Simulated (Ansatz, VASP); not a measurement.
# Cross-check of SnO2 (Cassiterite) between VASP and Ansatz

Aim: how closely do two programs agree when they are given the same cell, functional and k mesh? The structure shown is the start of the Ansatz relaxation below; VASP solves that cell, so the two are compared at the walk's first step.

Main program and level: Ansatz 0.2.0; plane waves, with VASP 6.6.1 beside it; single point at r2SCAN.

## Step 1: Starting point

Symmetry: P4_2/mnm, No. 136, tetragonal system. The conventional cell has a = 4.726 Å, b = 4.726 Å, c = 3.179 Å, α = 90.00°, β = 90.00°, γ = 90.00°. Nearest to Sn lie 6 O at 2.04 to 2.05 Å. Nearest to O lie 3 Sn at 2.04 to 2.05 Å. Farther neighbours and most contacts between anions are not listed.

## Step 2: Ansatz: relaxation, r2SCAN

Ansatz runs on its PAW soft_1 files.

The two programs are compared at the cell with which this relaxation starts, whose forces are those of its first step.

input.yaml reads:

```yaml
crystal:
  lattice:
    - [4.7263469071, 0.0, 0.0]
    - [0.0, 4.7263469071, 0.0]
    - [0.0, 0.0, 3.1785568903]
  atoms:
    - { symbol: Sn, position: [0.0, 0.0, 0.0] }
    - { symbol: Sn, position: [0.5, 0.5, 0.5] }
    - { symbol: O, position: [0.3059045337, 0.3059045337, 0.0] }
    - { symbol: O, position: [0.1940954663, 0.8059045337, 0.5] }
    - { symbol: O, position: [0.6940954663, 0.6940954663, 0.0] }
    - { symbol: O, position: [0.8059045337, 0.1940954663, 0.5] }
kpoints:
  mp_grid: { grid: [6, 6, 8] }
hamiltonian:
  xc: r2scan
  pseudopotentials: { kind: paw, azcp: { folder: soft_1 } }
scf:
  occupations: { method: gaussian, width: 0.02 }
output:
  forces: true
  stress: true
  eigenvalues: true
basis:
  ecutwfc: 600.0
relax:
  adjacent_minimum: "off"
  f_tol: 0.001
  max_steps: 60
  cell: { stress_tol: 0.02, fix: [volume] }
```

Command:

```
$ ansatz run input.yaml --threads 4 --pin off --max-ram 9216MiB --backend cpu --events-out ev --progress --plain --runs-dir out
```

Numbers of over 12 decimals in the logs are rounded to 6 here.

Output:

```text
Engine: ansatz 0.2.0, x86_64-unknown-linux-gnu
Pseudopotentials: kind: paw
Pseudopotential: Sn, paw, valence charge 14, recommended cutoff 500 eV (meta_gga), soft_1/Sn.paw.azcp
Pseudopotential: O, paw, valence charge 6, recommended cutoff 500 eV (meta_gga), soft_1/O.paw.azcp
Functional definition: r2SCAN
  parameter k0 = 0.174
  parameter k1 = 0.065
  parameter a1 = 4.9479
  exchange = r2scan_x(k0 = k0, k1 = k1, a1 = a1)
  correlation = r2scan_c
Crystal: 6 atoms, lattice volume = 71.004 Å³
Basis set: ecut = 600 eV, 2393 PW (Γ), exchange–correlation on 160×160×108 points (64 copies of the dense FFT grid, shifted against one another)
Bands: 32, of which v1, the nominal top of the filled ones, is band 26 counted from 1 (25 counted from 0)
Symmetry: 16 space group operations
Space group: P42/mnm (ITA 136), of the structure as read, at distance tolerance 4.1e-5 Å
k-points: 50 of 288
Non-local potential: Sn, projectors of the file, l = 0: 2, l = 1: 2, l = 2: 2, l = 3: 1
Non-local potential: O, projectors of the file, l = 0: 2, l = 1: 2, l = 2: 1
PAW form: soft (Blöchl's): semilocal exchange-correlation on the pseudo side does not see the compensation charge
PAW frozen core: Sn, regenerated for the run's functional (the file was generated under x = pbe(κ = 0.804, μ = 0.219515), c = pbe(β = 0.066725))
PAW frozen core: O, regenerated for the run's functional (the file was generated under x = pbe(κ = 0.804, μ = 0.219515), c = pbe(β = 0.066725))
PAW one-centre angular grid: Sn, 590 points (default); XC on 160 Gauss nodes
PAW one-centre angular grid: O, 302 points (default); XC on 160 Gauss nodes
Initial density: superposition of atomic densities (chi_scale 0.1, normalization cell, long waves kept (reshape's long-wave potential 0.00 eV rms))
Initial wavefunctions: pseudopotential atomic-orbital guess
Functional: x = r2scan, c = r2scan; τ floored in thin density (d = 2e-4 eV/Å³)
SCF iter   1: F=—  HF=-14352.828379 eV  |F-HF|=—  |Δ(HF+E_count)|=         —  Δρ=8.58e-2  dr2=4.18e0  dr2_τ=5.46e-1  ethr=3.10e-3  ⟨swp⟩=6.2  Hψ=7381  notcnv=0
preconditioner: auto → Resta (q_TF=auto, 2.590 Å⁻¹)  ε∞=3.2  [insulator: Δε(μ)=2.246 eV  Ē_g=21.339 eV  σ=0.020 eV  W_gap=1.00  n_scr=18 (ndim 8)  ℏωp=31.8 eV  f_vac=0.000  D(μ)=0.00/eV (n_scr^D=0)  ε∞_Penn≈3.2]
SCF iter   2: F=—  HF=-14352.414341 eV  |F-HF|=—  |Δ(HF+E_count)|=   4.14e-1  Δρ=4.14e-2  dr2=6.56e-1  dr2_τ=6.71e-2  ethr=3.10e-3  ⟨swp⟩=2.0  Hψ=3003  notcnv=0  defer=91
SCF iter   3: F=—  HF=-14352.548016 eV  |F-HF|=—  |Δ(HF+E_count)|=   1.34e-1  Δρ=1.38e-2  dr2=1.03e-1  dr2_τ=7.74e-3  ethr=1.26e-3  ⟨swp⟩=3.0  Hψ=2979  notcnv=0  defer=91
SCF iter   4: F=—  HF=-14352.557401 eV  |F-HF|=—  |Δ(HF+E_count)|=   9.38e-3  Δρ=2.53e-3  dr2=2.26e-3  dr2_τ=3.78e-4  ethr=1.98e-4  ⟨swp⟩=2.1  Hψ=2335  notcnv=0  defer=91
SCF iter   5: F=—  HF=-14352.558579 eV  |F-HF|=—  |Δ(HF+E_count)|=   1.18e-3  Δρ=6.11e-4  dr2=1.45e-4  dr2_τ=1.54e-5  ethr=4.35e-6  ⟨swp⟩=2.0  Hψ=2293  notcnv=0  defer=91
SCF iter   6: F=—  HF=-14352.558670 eV  |F-HF|=—  |Δ(HF+E_count)|=   9.05e-5  Δρ=1.03e-4  dr2=5.16e-6  dr2_τ=6.22e-7  ethr=2.80e-7  ⟨swp⟩=2.0  Hψ=2189  notcnv=0  defer=91
SCF iter   7: F=—  HF=-14352.558669 eV  |F-HF|=—  |Δ(HF+E_count)|=   3.67e-7  Δρ=8.80e-6  dr2=4.37e-8  dr2_τ=2.81e-9  ethr=1.92e-10  ⟨swp⟩=10.5  Hψ=9034  notcnv=0
SCF iter   8: F=-14352.558669 eV  HF=-14352.558669 eV  |F-HF|=8.37e-11  |Δ(HF+E_count)|=   2.78e-8  Δρ=1.44e-6  dr2=1.39e-9  dr2_τ=9.23e-11  ethr=8.41e-11  ⟨swp⟩=2.1  Hψ=6057  notcnv=0
SCF 1 converged in 8 iterations: F = -14352.558669 eV  dr2 = 1.39e-9
  greatest PAW one-centre occupation: 0.995 electrons in one spin orbital (limit 2), on the Sn atom at site 1 (counted from 0), in its partial waves of l = 2
relax step   1: F+E_penalty+E_count = -14352.55866935 eV  Δ(F+E_penalty+E_count) = +0.000e0 eV  max|allowed force component| = 5.199e-2 eV/Å  Δτ_max = 0.0000 Å  P = +4.574 GPa  Ω = 71.004 Å³  fix = [volume]  reactions: volume +4.574 GPa  (8 SCF iters, dr2 threshold 1.00e-7 eV, accepted)
[...]
relax step   2: F+E_penalty+E_count = -14352.55954433 eV  Δ(F+E_penalty+E_count) = -8.750e-4 eV  max|allowed force component| = 3.971e-2 eV/Å  Δτ_max = 0.0001 Å  P = +4.421 GPa  Ω = 71.004 Å³  fix = [volume]  reactions: volume +4.421 GPa  (4 SCF iters, dr2 threshold 6.00e-7 eV, accepted)
[...]
relax step   3: F+E_penalty+E_count = -14352.55980903 eV  Δ(F+E_penalty+E_count) = -2.647e-4 eV  max|allowed force component| = 1.135e-2 eV/Å  Δτ_max = 0.0028 Å  P = +4.306 GPa  Ω = 71.004 Å³  fix = [volume]  reactions: volume +4.306 GPa  (6 SCF iters, dr2 threshold 1.35e-7 eV, accepted)
[...]
relax step   4: F+E_penalty+E_count = -14352.55983147 eV  Δ(F+E_penalty+E_count) = -2.244e-5 eV  max|allowed force component| = 2.362e-5 eV/Å  Δτ_max = 0.0007 Å  P = +4.318 GPa  Ω = 71.004 Å³  energy of the carried Pulay correction = -2.790e-17 eV  fix = [volume]  reactions: volume +4.318 GPa  (5 SCF iters, dr2 threshold 8.06e-9 eV, accepted)
[...]
relax step   5: F+E_penalty+E_count = -14352.55982984 eV  Δ(F+E_penalty+E_count) = +1.629e-6 eV  max|allowed force component| = 1.059e-5 eV/Å  Δτ_max = 0.0000 Å  P = +4.318 GPa  Ω = 71.004 Å³  fix = [volume]  reactions: volume +4.318 GPa  stress off target by 5.03e-4 GPa on what of the cell is left free  SCF on the basis re-selected at this cell (its energy is not comparable with the rows above)  (5 SCF iters)
basis re-selected at this cell: Δ(F+E_penalty+E_count) = +1.629e-6 eV, ΔP = -0.000 GPa vs the last step (what re-selecting the basis moved, of the pressure what is left beyond the Pulay correction that the steps carried, after the strain that the cell walked since its last selection, with what the two solves' SCF thresholds leave and, on support functions, any second-order correction that the steps lacked; it is no m [...]
SCF converged after 5 iterations
Free energy (F): -14352.559830 eV
Harris-Foulkes:  -14352.559830 eV  (|F-HF|=1.09e-11)
Internal energy: -14352.559830 eV  (E = F + TS)
E sigma→0 (E₀):  -14352.559830 eV
Fermi energy:    10.247552 eV
--- Per-component energies (eV) ---
  E_band       = -145.533747
  E_kinetic    = 1024.325539
  E_local      = -3145.071731  (includes V_loc(G=0)·N_el)
  E_nonlocal   = 498.229068
  E_hartree    = 1440.516181
  E_xc         = -513.641723
  E_vxc        = -576.837238  (∫ρ·V_xc dr)
  E_paw        = -9460.861236  (= ΣΔE_a)
  E_vpaw       = -863.293664  (= ΣTr[D̂ρ^β])
  E_aug_tail   = 0.000883  (compensation charges beyond the density's cutoff)
  E_vtau       = 36.081034  (kinetic-family band-sum trace: ∫τ·v_τ [+ j·A + Jᵃ·Aᵃ] dr)
  E_ewald      = -4197.399689
  E_core_change = 1.342878  (= ΣΔE_core)
  E_smearing   = -0.000000  (= −TS)
  E_closure    = -0.000000  (closes the sum)
  Σ components = -14352.559830   (vs F -14352.559830, Δ=0.00e0)
--- Forces (eV/Å), atoms counted from 1 ---
  atom   1  Sn     0.00000000    -0.00000000     0.00000000
  atom   2  Sn     0.00000000     0.00000000     0.00000000
  atom   3  O     -0.00001059    -0.00001059     0.00000000
  atom   4  O      0.00001059    -0.00001059     0.00000000
  atom   5  O      0.00001059     0.00001059     0.00000000
  atom   6  O     -0.00001059     0.00001059     0.00000000
  max |Σ_I F_I| component: 1.73e-18 eV/Å
--- Stress (GPa, compression-positive) ---
        4.317651       0.000000       0.000000
        0.000000       4.317651       0.000000
        0.000000       0.000000       4.318406
  P = ⅓ Tr σ = 4.3179 GPa (43.179 kbar)
--- Band table (eV; the first three rows and the last of 50) ---
  k-point 0: bands = [... 22 lower, 8.0399, 8.4564, 8.4564, 9.2376, 11.2575, 16.2468, 16.3783, 16.3783, ... 2 higher]
  k-point 1: bands = [... 22 lower, 7.4648, 8.4925, 8.4925, 9.1007, 12.1754, 16.5850, 17.0442, 17.0442, ... 2 higher]
  k-point 2: bands = [... 22 lower, 6.8291, 8.3853, 8.3853, 8.7150, 13.8223, 17.1043, 18.5354, 18.5354, ... 2 higher]
  k-point 49: bands = [... 22 lower, 8.2779, 8.2779, 8.3729, 8.3729, 14.9806, 14.9806, 19.0108, 19.0108, ... 2 higher]
--- Relaxed structure (4 steps of the walk, 4 accepted, 1 SCFs on fresh bases) ---
  F+E_penalty+E_count = -14352.55982984 eV   max|allowed force component| = 1.059e-5 eV/Å   (the final SCF, on the basis selected at the relaxed cell)
  cell:  # Å, volume = 71.0037 Å³
    - [4.719252, 0.0, 0.0]
    - [0.0, 4.719252, 0.0]
    - [0.0, 0.0, 3.188121]
  atoms:
    - { symbol: Sn, position: [0, 0, 0.0] }
    - { symbol: Sn, position: [0.5, 0.5, 0.5] }
    - { symbol: O, position: [0.305568, 0.305568, 0.0] }
    - { symbol: O, position: [0.194432, 0.805568, 0.5] }
    - { symbol: O, position: [0.694432, 0.694432, 0.0] }
    - { symbol: O, position: [0.805568, 0.194432, 0.5] }
```

## Step 3: VASP: single point, r2SCAN, start cell

The same cell, functional, mesh and smearing now go to VASP, with its own data sets.

Lines of VASP's logs that name or quote its potential files are left out, and so is its time.

INCAR reads:

```
SYSTEM = SnO2
PREC = Accurate
ENCUT = 580
EDIFF = 1E-06
NELM = 120
ISMEAR = 0
SIGMA = 0.02
LREAL = .FALSE.
ALGO = Normal
METAGGA = R2SCAN
LASPH = .TRUE.
NBANDS = 32
LORBIT = 11
LWAVE = .FALSE.
LCHARG = .FALSE.
ISIF = 2
GGA_COMPAT = .FALSE.
EFERMI = MIDGAP
LMIXTAU = .TRUE.
KPAR = 2
```

POSCAR reads:

```
SnO2
1.0
    4.7263470000      0.0000000000      0.0000000000
    0.0000000000      4.7263470000      0.0000000000
    0.0000000000      0.0000000000      3.1785570000
Sn O
2 4
Direct
    0.0000000000      0.0000000000      0.0000000000
    0.4999998942      0.4999998942      0.4999998427
    0.3059045390      0.3059045390      0.0000000000
    0.1940955668      0.8059044332      0.4999998427
    0.6940954610      0.6940954610      0.0000000000
    0.8059044332      0.1940955668      0.4999998427
```

KPOINTS reads:

```
Automatic mesh
0
Gamma
6 6 8
0 0 0
```

PAW data sets: Sn_d and O (PBE family, release 64).

Command:

```
$ mpirun -np 2 vasp_std
```

Output:

```text
[banner, memory and clock lines left out]
running    2 mpi-ranks, on    1 nodes
 distrk:  each k-point on    1 cores,    2 groups
 distr:  one band on    1 cores,    1 groups

 POSCAR found type information on POSCAR SnO
 POSCAR found :  2 types and       6 ions
|                                                                             |
|               ----> ADVICE to this user running VASP <----                  |
|                                                                             |
|     You enforced a specific xc type in the INCAR file but a different       |
|     [... a line on the potential file left out ...]
|     I HOPE YOU KNOW WHAT YOU ARE DOING!                                     |
|                                                                             |

 LDA part: xc-table for (None), standard interpolation
 POSCAR, INCAR and KPOINTS ok, starting setup
 FFT: planning ... GRIDC
 FFT: planning ... GRID_SOFT
 FFT: planning ... GRID
 WAVECAR not read
 entering main loop
       N       E                     dE             d eps       ncg     rms          rms(c)
DAV:   1     0.624249178645E+03    0.62425E+03   -0.28646E+04  3528   0.277E+03
DAV:   2     0.846248399265E+00   -0.62340E+03   -0.59694E+03  3576   0.724E+02
DAV:   3    -0.982646738438E+02   -0.99111E+02   -0.97808E+02  3672   0.233E+02
DAV:   4    -0.103216072760E+03   -0.49514E+01   -0.49305E+01  3856   0.568E+01
DAV:   5    -0.103371366699E+03   -0.15529E+00   -0.15524E+00  4168   0.103E+01    0.161E+01
DAV:   6    -0.871932733275E+02    0.16178E+02   -0.14830E+01  4984   0.718E+01    0.716E+00
DAV:   7    -0.835411105873E+02    0.36522E+01   -0.27422E+00  4688   0.171E+01    0.330E+00
DAV:   8    -0.893732105619E+02   -0.58321E+01   -0.15928E+00  4144   0.126E+01    0.221E+00
DAV:   9    -0.845250298890E+02    0.48482E+01   -0.64271E-01  3456   0.685E+00    0.518E-01
DAV:  10    -0.845909345381E+02   -0.65905E-01   -0.26984E-01  4000   0.432E+00    0.341E-01
DAV:  11    -0.846022942067E+02   -0.11360E-01   -0.21026E-02  4048   0.139E+00    0.233E-01
DAV:  12    -0.845950589358E+02    0.72353E-02   -0.81284E-03  4952   0.111E+00    0.755E-02
DAV:  13    -0.845777752383E+02    0.17284E-01   -0.72731E-03  3728   0.839E-01    0.530E-02
DAV:  14    -0.846041402706E+02   -0.26365E-01   -0.69527E-03  3576   0.823E-01    0.609E-02
DAV:  15    -0.846041509715E+02   -0.10701E-04   -0.26987E-04  3976   0.180E-01    0.388E-02
DAV:  16    -0.846044324004E+02   -0.28143E-03   -0.63272E-05  3584   0.710E-02    0.248E-02
DAV:  17    -0.846045537992E+02   -0.12140E-03   -0.41788E-05  3672   0.535E-02    0.494E-03
DAV:  18    -0.846045861042E+02   -0.32305E-04   -0.15202E-05  4056   0.486E-02    0.437E-03
DAV:  19    -0.846045847556E+02    0.13486E-05   -0.14769E-06  2592   0.128E-02    0.354E-03
DAV:  20    -0.846045874502E+02   -0.26946E-05   -0.11708E-06  2512   0.106E-02    0.219E-03
DAV:  21    -0.846045874429E+02    0.73678E-08   -0.16891E-07  2160   0.505E-03
   1 F= -.84604587E+02 E0= -.84604587E+02  d E =0.000000E+00
```

From OUTCAR (step 3):

```text
ion  position               nearest neighbor table
   1  0.000  0.000  0.000-   3 2.04   5 2.04   4 2.05   6 2.05   4 2.05   6 2.05   2 3.70   2 3.70
                             2 3.70   2 3.70   2 3.70   2 3.70   2 3.70   2 3.70
   2  0.500  0.500  0.500-   4 2.04   6 2.04   3 2.05   3 2.05   5 2.05   5 2.05   1 3.70   1 3.70
                             1 3.70   1 3.70   1 3.70   1 3.70   1 3.70   1 3.70
   3  0.306  0.306  0.000-   1 2.04   2 2.05   2 2.05
   4  0.194  0.806  0.500-   2 2.04   1 2.05   1 2.05
   5  0.694  0.694  0.000-   1 2.04   2 2.05   2 2.05
   6  0.806  0.194  0.500-   2 2.04   1 2.05   1 2.05

  LATTYP: Found a simple tetragonal cell.
 ALAT       =     4.7263470000
 C/A-ratio  =     0.6725187550

 Subroutine GETGRP returns: Found 16 space group operations
 (whereof  8 operations were pure point group operations)

The static configuration has the point symmetry D_2h.
 The point group associated with its full space group is D_4h.

 Found     50 irreducible k-points:

   k-points           NKPTS =     50   k-points in BZ     NKDIM =     50   number of bands    NBANDS=     32

   dimension x,y,z NGX =    40 NGY =   40 NGZ =   28
   dimension x,y,z NGXF=    80 NGYF=   80 NGZF=   56

   ENCUT  =  580.0 eV  42.63 Ry    6.53 a.u.   9.28  9.28  6.24*2*pi/ulx,y,z

   NELECT =      52.0000    total number of electrons

 k-points in reciprocal lattice and weights: Automatic mesh
   0.00000000  0.00000000  0.00000000       0.003
   0.16666667  0.00000000  0.00000000       0.014
   0.33333333  0.00000000  0.00000000       0.014
   0.50000000  0.00000000  0.00000000       0.007
   0.16666667  0.16666667  0.00000000       0.014
   0.33333333  0.16666667  0.00000000       0.028
   0.50000000  0.16666667  0.00000000       0.014
   0.33333333  0.33333333  0.00000000       0.014
   0.50000000  0.33333333  0.00000000       0.014
[...]
0.50000000  0.33333333  0.50000000       0.014
   0.50000000  0.50000000  0.50000000       0.003

 average (electrostatic) potential at core
       1-104.7965       2-104.7965       3 -71.4484       4 -71.4484       5 -71.4484
       6 -71.4484

 E-fermi :   6.8290

 k-point     1 :       0.0000    0.0000    0.0000
  band No.  band energies     occupation
    ...
     22       4.5956      2.00000
     23       4.5956      2.00000
     24       5.0056      2.00000
     25       5.0056      2.00000
     26       5.8019      2.00000
     27       7.8562      0.00000
     28      12.8239      0.00000
     29      12.9826      0.00000
     30      12.9826      0.00000
     31      17.0199      0.00000
    ...

 k-point     2 :       0.1667    0.0000    0.0000
  band No.  band energies     occupation
    ...
     22       4.5142      2.00000
     23       4.6028      2.00000
     24       4.6195      2.00000
     25       5.0264      2.00000
     26       5.6628      2.00000
     27       8.4990      0.00000
     28      12.5812      0.00000
     29      13.0961      0.00000
     30      13.2460      0.00000
     31      17.3424      0.00000
    ...

 k-point     3 :       0.3333    0.0000    0.0000
  band No.  band energies     occupation
    ...
     22       4.1645      2.00000
     23       4.6207      2.00000
     24       4.6431      2.00000
     25       5.0804      2.00000
     26       5.3611      2.00000
     27       9.7665      0.00000
     28      12.0320      0.00000
     29      13.4377      0.00000
     30      13.6213      0.00000
     31      17.8361      0.00000
    ...

  Total        2.3263956      2.3263956      3.1368827     -0.0000000      0.0000000      0.0000000
  in kB       52.4943951     52.4943951     70.7827853     -0.0000000      0.0000000      0.0000000
  external PRESSURE =      58.5905252 kB  Pullay stress =       0.0000000 kB

  energy-cutoff  :      580.00
  volume of cell :       71.00
      direct lattice vectors                 reciprocal lattice vectors
     4.726347000  0.000000000  0.000000000     0.211579895  0.000000000  0.000000000
     0.000000000  4.726347000  0.000000000     0.000000000  0.211579895  0.000000000
     0.000000000  0.000000000  3.178557000     0.000000000  0.000000000  0.314608170

 POSITION                                       TOTAL-FORCE (eV/Angst)
 -----------------------------------------------------------------------------------
      0.00000      0.00000      0.00000         0.000000     -0.000000      0.000000
      2.36317      2.36317      1.58928         0.000000     -0.000000      0.000000
      1.44581      1.44581      0.00000        -0.074463     -0.074463      0.000000
      0.91736      3.80898      1.58928         0.074463     -0.074463      0.000000
      3.28054      3.28054      0.00000         0.074463      0.074463      0.000000
      3.80898      0.91736      1.58928        -0.074463      0.074463      0.000000
 -----------------------------------------------------------------------------------
    total drift:                                0.000173      0.000173      0.001174

  FREE ENERGIE OF THE ION-ELECTRON SYSTEM (eV)
  ---------------------------------------------------
  free  energy   TOTEN  =       -84.6045874429 eV

  energy  without entropy=      -84.6045874429  energy(sigma->0) =      -84.60458744

 total charge
# of ion       s       p       d       tot
------------------------------------------
    1        0.834   1.135  10.405  12.374
    2        0.834   1.135  10.405  12.374
    3        1.560   3.556   0.000   5.116
    4        1.560   3.556   0.000   5.116
    5        1.560   3.556   0.000   5.116
    6        1.560   3.556   0.000   5.116
--------------------------------------------------
tot          7.907  16.496  20.810  45.213

[... 3 further parts left out ...]
```

The run ends at a pressure of 5.86 GPa, with forces up to 0.11 eV/Å.

## Step 4: Differences

Known differences besides the potentials themselves: VASP keeps PBE cores, Ansatz makes them for the functional; the cutoff is 600 eV in Ansatz and 580 eV in VASP. Total energies have different zeros and are not compared.

Forces (eV/Å; atoms numbered as in POSCAR):

```csv
atom,"Ansatz x, y, z","VASP x, y, z"
Sn1,"0.000, 0.000, 0.000","0.000, 0.000, 0.000"
Sn2,"0.000, 0.000, 0.000","0.000, 0.000, 0.000"
O3,"-0.052, -0.052, 0.000","-0.074, -0.074, 0.000"
O4,"0.052, -0.052, 0.000","0.074, -0.074, 0.000"
O5,"0.052, 0.052, 0.000","0.074, 0.074, 0.000"
O6,"-0.052, 0.052, 0.000","-0.074, 0.074, 0.000"
```

The forces differ by 15 meV/Å r.m.s., which is 30.2 % of the r.m.s. force of 0.050 eV/Å (both taken over all components).

## Step 5: Summary of results

```
r.m.s. force difference (single point, r2SCAN, start cell) : 15 meV/Å
```

In words: The r.m.s. force difference is 15 meV/Å (single point, r2SCAN, start cell), beyond the 12 meV/Å picked in this series as the mark of a large difference. What causes the difference of the single point, r2SCAN, start cell pair stays open here. Such differences can come from data sets, numerical settings and the points named under the comparisons, not from the functional's error against experiment.

[Lines on the potential files, build, host, timing and source positions are cut from VASP's logs without a mark.]

[Logs are printed without paths, hosts, clocks, repeated set-up lines and the standing remarks that a program may print on its own settings, such as how far it seeks lower states.]

[Hosts, paths, dates, database ids (printed as entryN), source tags and the programs' standing remarks are cut or masked in the printed files.]
